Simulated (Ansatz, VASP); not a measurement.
# LiF (Griceite) in two plane-wave programs, part 3 of 3

Wanted: the spread between two codes on one cell, functional and k mesh. The cell is taken from a series of runs on this material, whose earlier steps may have relaxed, scaled, displaced or heated it; both programs get it as it stands.

VASP 6.6.1 and Ansatz 0.2.0.

So far: Ansatz: zone-centre phonons, LDA, pair 1; Side by side; VASP: zone-centre phonons, LDA, pair 2; Ansatz: zone-centre phonons, LDA, pair 2; Comparison; Ansatz: zone-centre phonons, LDA, pair 3.

### 9. VASP: zone-centre phonons, LDA, pair 3

Level of this step: LDA; plane waves and PAW (Li_sv, F) (VASP).

The same cell, functional (in two slightly different forms) and mesh now go to VASP, with its own data sets.

INCAR

```
SYSTEM = LiF
PREC = Accurate
ENCUT = 750
EDIFF = 1E-08
NELM = 120
ISMEAR = 0
SIGMA = 0.01
LREAL = .FALSE.
ALGO = Normal
GGA = CA
NBANDS = 11
LORBIT = 11
LWAVE = .FALSE.
LCHARG = .FALSE.
ISIF = 2
IBRION = 8
LEPSILON = .TRUE.
LASPH = .TRUE.
GGA_COMPAT = .FALSE.
EFERMI = MIDGAP
KPAR = 2
```

POSCAR

```
LiF
1.0
    0.0000000000      1.9665642143      1.9665642143
    1.9665642143      0.0000000000      1.9665642143
    1.9665642143      1.9665642143      0.0000000000
Li F
1 1
Direct
    0.0000000000      0.0000000000      0.0000000000
    0.5000000000      0.5000000000      0.5000000000
```

KPOINTS

```
Automatic mesh
0
Gamma
12 12 12
0 0 0
```

PAW data sets: Li_sv and F (LDA family, release 64).

Started as:

```sh
$ mpirun -np 2 vasp_std
```

Numbers of over 12 decimals in the logs are rounded to 6 here.

The log of the run:

```text
[... set-up lines as in an earlier step ...]
 entering main loop
       N       E                     dE             d eps       ncg     rms          rms(c)
DAV:   1     0.432535048481E+02    0.43254E+02   -0.69518E+03  1600   0.122E+03
DAV:   2    -0.933490431268E+01   -0.52588E+02   -0.51490E+02  1842   0.235E+02
DAV:   3    -0.109691416242E+02   -0.16342E+01   -0.16256E+01  2041   0.367E+01
DAV:   4    -0.109937706363E+02   -0.24629E-01   -0.24625E-01  1907   0.468E+00
[...]
DAV:  12    -0.105055633003E+02   -0.16386E-08   -0.26975E-07  2403   0.405E-03    0.740E-04
DAV:  13    -0.105055632898E+02    0.10501E-07   -0.19483E-08  1620   0.130E-03    0.203E-04
DAV:  14    -0.105055632891E+02    0.74135E-09   -0.24413E-09  1152   0.520E-04
   1 F= -.10505563E+02 E0= -.10505563E+02  d E =0.000000E+00
 Linear response reoptimize wavefunctions to high precision
DAV:   1    -0.105055632891E+02   -0.34674E-10   -0.95724E-10  1616   0.268E-04
 Linear response G [H, r] |phi>, progress :
  Direction:   1
       N       E                     dE             d eps       ncg     rms
[...]
RMM:  18    -0.173677846548E+00   -0.93168E-07   -0.30077E-06  7378   0.593E-04    0.464E-05
 first order change of Fermi-energy   0.16646E-03
 force on displaced ion       1 direction 1 :  -2.026   0.000   0.000
 Born effective charge ion    1 direction 1 :   1.040   0.000   0.000
 Linear response progress:
  Degree of freedom:   2/  2
       N       E                     dE             d eps       ncg     rms          rms(c)
RMM:   1    -0.514237383588E+00   -0.51424E+00    0.50424E-01  6790   0.478E+00
RMM:   2    -0.507795628960E+00    0.64418E-02   -0.67768E-03  6485   0.735E-01    0.907E-02
RMM:   3    -0.509357398254E+00   -0.15618E-02   -0.79604E-04  6971   0.209E-01    0.493E-02
RMM:   4    -0.511305246764E+00   -0.19478E-02   -0.25585E-04  6711   0.121E-01    0.101E-02
[...]
RMM:   9    -0.511376323597E+00    0.11563E-05   -0.82454E-08  7909   0.991E-04    0.102E-05
RMM:  10    -0.511376012660E+00    0.31094E-06   -0.49084E-08  8055   0.571E-04    0.205E-06
RMM:  11    -0.511376015506E+00   -0.28459E-08   -0.68293E-08  8167   0.411E-04    0.195E-06
 first order change of Fermi-energy   0.15572E-02
 force on displaced ion       2 direction 1 :  -1.991   0.000   0.000
 Born effective charge ion    2 direction 1 :  -1.040   0.000   0.000
 Born effective charges drift removed
 Linear response finished
```

From OUTCAR (step 9):

```text
  Total       -0.1972387     -0.1972387     -0.1972387      0.0000000     -0.0000000      0.0000000
  in kB      -20.7753479    -20.7753479    -20.7753479      0.0000000     -0.0000000      0.0000000
  external PRESSURE =     -20.7753479 kB  Pullay stress =       0.0000000 kB

 POSITION                                       TOTAL-FORCE (eV/Angst)
 -----------------------------------------------------------------------------------
      0.00000      0.00000      0.00000         0.000000     -0.000000      0.000000
      1.96656      1.96656      1.96656        -0.000000      0.000000     -0.000000
 -----------------------------------------------------------------------------------
    total drift:                                0.000000      0.000000      0.000000

 MACROSCOPIC STATIC DIELECTRIC TENSOR (including local field effects in DFT)
 ------------------------------------------------------
           2.105877     0.000000     0.000000
           0.000000     2.105877    -0.000000
           0.000000     0.000000     2.105877
 ------------------------------------------------------

 MACROSCOPIC STATIC DIELECTRIC TENSOR IONIC CONTRIBUTION
 ------------------------------------------------------
           6.409338     0.000000     0.000000
           0.000000     6.409338     0.000000
           0.000000     0.000000     6.409338
 ------------------------------------------------------

[... 1 part as in an earlier step ...]

[... 1 further part left out ...]
```

### 10. Differences

Compared:

| quantity | Ansatz | VASP | difference |
| --- | --- | --- | --- |
| ε∞ xx | 2.11 | 2.11 | +0.30 % |
| ε∞ yy | 2.11 | 2.11 | +0.30 % |
| ε∞ zz | 2.11 | 2.11 | +0.30 % |
| Born charge of Li1 (mean of the diagonal) (e) | 1.04 | 1.04 | 0.00 |
| Born charge of F2 (mean of the diagonal) (e) | -1.04 | -1.04 | 0.00 |
| optical mode 1 to 3 (cm⁻¹) | 321.3 | 327.2 | -1.81 % |

Modes are paired by rising frequency, not by their patterns, so a pair may set unlike modes beside each other; they are those without the splitting of longitudinal modes.

### 11. Results

| Quantity | Value |
| --- | --- |
| r.m.s. difference of the optical zone-centre modes, each program's sorted by frequency (zone-centre phonons, LDA, pair 1) | 4.9 cm⁻¹ |
| difference in optical mode 1 to 3 (zone-centre phonons, LDA, pair 1) | -1.4 % |
| r.m.s. difference of the optical zone-centre modes, each program's sorted by frequency (zone-centre phonons, LDA, pair 2) | 5.3 cm⁻¹ |
| difference in optical mode 1 to 3 (zone-centre phonons, LDA, pair 2) | -1.5 % |
| r.m.s. difference of the optical zone-centre modes, each program's sorted by frequency (zone-centre phonons, LDA, pair 3) | 5.9 cm⁻¹ |
| difference in optical mode 1 to 3 (zone-centre phonons, LDA, pair 3) | -1.8 % |

**Reading.** The r.m.s. difference of the optical zone-centre modes, each program's sorted by frequency is 4.9 cm⁻¹ (zone-centre phonons, LDA, pair 1). Among the rows given in per cent, the largest difference of the zone-centre phonons, LDA, pair 1 pair is in optical mode 1 to 3, -1.4 %. Among the rows given in per cent, the largest difference of the zone-centre phonons, LDA, pair 2 pair is in optical mode 1 to 3, -1.5 %. Among the rows given in per cent, the largest difference of the zone-centre phonons, LDA, pair 3 pair is in optical mode 1 to 3, -1.8 %. How closely two codes agree says nothing of how well the functional describes the real material.

[Lines on the potential files, build, host, timing and source positions are cut from VASP's logs without a mark.]

[Logs are printed without paths, hosts, clocks, repeated set-up lines and the standing remarks that a program may print on its own settings, such as how far it seeks lower states.]

[Hosts, paths, dates, database ids (printed as entryN), source tags and the programs' standing remarks are cut or masked in the printed files.]
